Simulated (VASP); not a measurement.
Input of a VASP 6.6.1 run:

Contents of INCAR:

```
SYSTEM = SnO
ALGO = Fast
EDIFF = 1E-6
ENCUT = 520
GGA = PE
ICORELEVEL = 1
ISIF = 2
ISMEAR = 0
IVDW = 12
LASPH = .True.
LCHARG = .False.
LREAL = .False.
LWAVE = .False.
NBANDS = 28
NELM = 80
PREC = Accurate
SIGMA = 0.03
```

The input KPOINTS:

```
k-points
0
Gamma
  8 8 6
  0 0 0
```

File POSCAR:

```
SnO                                     
1.0
    3.8353842621      0.0000000000      0.0000000000
    0.0000000000      3.8353842621      0.0000000000
    0.0000000000      0.0000000000      4.7280501015
  Sn              O             
     2     2
Direct
     0.5000000000000000    0.0000000000000000    0.2459635184974900
     0.0000000000000000    0.5000000000000000    0.7540364815025100
     0.0000000000000000    0.0000000000000000    0.0000000000000000
     0.5000000000000000    0.5000000000000000    0.0000000000000000
```

Contents of KPOINTS_OPT:

```
explicit points
141
Reciprocal
 0.0000000000  0.0000000000  0.0000000000 1
 0.0000000000  0.0357142857  0.0000000000 1
 0.0000000000  0.0714285714  0.0000000000 1
 0.0000000000  0.1071428571  0.0000000000 1
 0.0000000000  0.1428571429  0.0000000000 1
 0.0000000000  0.1785714286  0.0000000000 1
[... 133 lines left out ...]
 0.0000000000  0.5000000000  0.0000000000 1
 0.0000000000  0.0000000000  0.5000000000 1
```

Potentials or basis: VASP PAW PBE potentials, release 64 (Sn_d, O).

Command:

```console
$ cat potpaw_PBE.64/Sn_d/POTCAR potpaw_PBE.64/O/POTCAR > POTCAR
$ mpirun -np 1 vasp_std > vasp.out
```

Q: What does it give for the pressure?

A: 0.1 GPa.

Q: Estimate the dispersion energy per atom.

A: -0.237 eV.

Q: Predict the largest force.

A: 0.003 eV/Å.

Core levels (eV, on the scale of the bands):
```
atom                                                                                     levels
1 Sn  1s -28995.6, 2s -4367.0, 2p -3918.7, 3s -833.3, 3p -686.9, 3d -461.6, 4s -122.3, 4p -78.1
2 Sn  1s -28995.6, 2s -4367.0, 2p -3918.7, 3s -833.3, 3p -686.9, 3d -461.6, 4s -122.3, 4p -78.1
 3 O                                                                                  1s -499.2
 4 O                                                                                  1s -499.2
```

Caveat: spin-orbit coupling is left out, which moves the levels of the heavy elements; pairwise dispersion overbinds metals, which lowers pressure and volume.
